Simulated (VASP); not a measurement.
Band gaps of CdSe (zinc blende) from VASP (PAW), without and with spin-orbit coupling. Semilocal levels are at their own relaxed cell, hybrids and mBJ at PBE's; 0.00 means no gap at that level.

The cell of the PBEsol run:

Space group F-43m (No. 216); a = b = c = 6.079 Å, α = β = γ = 90.00°

```json
[
 {"atom": "Cd", "site": "4a", "symmetry": "-43m", "x": "0.0000", "y": "0.0000", "z": "0.0000"},
 {"atom": "Se", "site": "4d", "symmetry": "-43m", "x": "0.7500", "y": "0.7500", "z": "0.7500"}
]
```
(The calculation used a cell of 2 atoms; values per cell refer to that cell.)

```csv
level,gap without SOC (eV),gap with SOC (eV),shift (eV)
PBEsol,0.48,?,?
```

### Question
What belongs in the gaps?

### Answer

- PBEsol, gap with SOC (eV): 0.36
- PBEsol, shift (eV): -0.12

Only levels that ran to the end are used. Left out are those held back, those with too coarse a band path, GW runs whose mesh misses a band edge, hybrids' fits of cells that aren't cubic and levels without matching references; a question may draw on a part of the rest.

The compound is CdSe in the zinc blende structure, whereas wurtzite is the usual form. It was relaxed first. Symmetry was kept, so distortions that lower it aren't found.
